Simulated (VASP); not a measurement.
A VASP calculation is set up with these files.

INCAR:
```
SYSTEM=BeTe
PREC=Accurate
NELM=60   # most electronic steps
SIGMA=0.05
PRECFOCK=Fast
ENCUT=520
LASPH=T   # aspherical one-centre terms
ISMEAR=0   # Gaussian
GGA=PE
LMAXMIX=4   # l cut-off of mixed one-centre charges
EDIFF=1E-6
HFSCREEN=0.2
LWAVE=F
ISIF=2   # forces and stress, cell fixed
ISYM=3
AEXX=0.25
LREAL=F   # projection in real space or not
ALGO=Normal   # blocked Davidson
LHFCALC=T
LCHARG=F
```

**KPOINTS**
```
Automatic mesh
0
Gamma
6 6 6
0 0 0
```

**POSCAR**
```
BeTe
1
    0.0000000000     2.8057307518     2.8057307518
    2.8057307518     0.0000000000     2.8057307518
    2.8057307518     2.8057307518     0.0000000000
Be Te
1 1
Direct
  0.0000000000   0.0000000000   0.0000000000
  0.2500000000   0.2500000000   0.2500000000
```

POTCAR, in this order: Be Te (PBE.64 set). Program: vasp_std. Read from the step before: WAVECAR.

**Question.** Write an equivalent input for Ansatz.

**Answer.** One equivalent input (not run):
Ansatz 0.2 input:
```yaml
crystal:
  lattice:
    - [0.0000000, 2.8057308, 2.8057308]
    - [2.8057308, 0.0000000, 2.8057308]
    - [2.8057308, 2.8057308, 0.0000000]
  atoms:
    - { symbol: Be, position: [0.0000000, 0.0000000, 0.0000000] }
    - { symbol: Te, position: [0.2500000, 0.2500000, 0.2500000] }
kpoints:
  mp_grid: { grid: [6, 6, 6] }
hamiltonian:
  xc: hse06
  pseudopotentials: { kind: paw }
scf:
  occupations: { method: gaussian, width: 0.05 }
  max_iter: 60
output: { forces: true, stress: true, eigenvalues: true }
```
What does not carry over: each code has its own PAW files, so the cut-off isn't converted (ENCUT is set for VASP's; basis.ecutwfc is left out, and Ansatz then takes the one that its files recommend); Ansatz stops its SCF on the density residual and VASP on the energy change (EDIFF); Ansatz's hse06 screens at 0.11 per bohr (0.208 per Å), slightly more than HFSCREEN = 0.2.

The compound is BeTe in the zinc blende structure. This cell is one point of a volume scan, at 0.97 of the reference volume.
